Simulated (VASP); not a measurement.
```
CELL_PARAMETERS angstrom
      2.23000    -3.86247     0.00000
      2.23000     3.86247     0.00000
      0.00000     0.00000     5.93000
ATOMIC_POSITIONS crystal
  Te 0.00000 0.26300 0.66667
  Te 0.73700 0.73700 0.00000
  Te 0.26300 0.00000 0.33333
```
Cell charge +0.5.

Level of theory: PBE GGA, VASP's PBE PAW potentials (set 64) (plane waves; VASP 6.6.1). Numerical set-up: NELECT = 17.5, 400 eV cut-off, 6×6×4 Γ-centred mesh, Gaussian smearing of 0.050 eV, potentials Te.

The cell is charged, with a uniform compensating background. Unless said otherwise, spin-orbit coupling is left out, though it shifts the bands of the heavy elements here.

Task: Predict the energy per atom (σ→0), pressure, largest force, band gap (on the k-mesh) with the smallest direct gap where there is one.

Result: 
The band gap (on the k-mesh) is none (metal, semimetal or under 0.01 eV), the energy per atom (σ→0) is -4.050 eV/atom and the pressure is -7.84 GPa. The largest force is 0.404 eV/Å.

The absolute energy has meaning only against runs of the same code, potentials and settings.

The compound is Te in the trig structure. The cell was not relaxed at this level. The run is one of a series of settings (NELECT = 17.5 against the base run), some of them coarse on purpose.
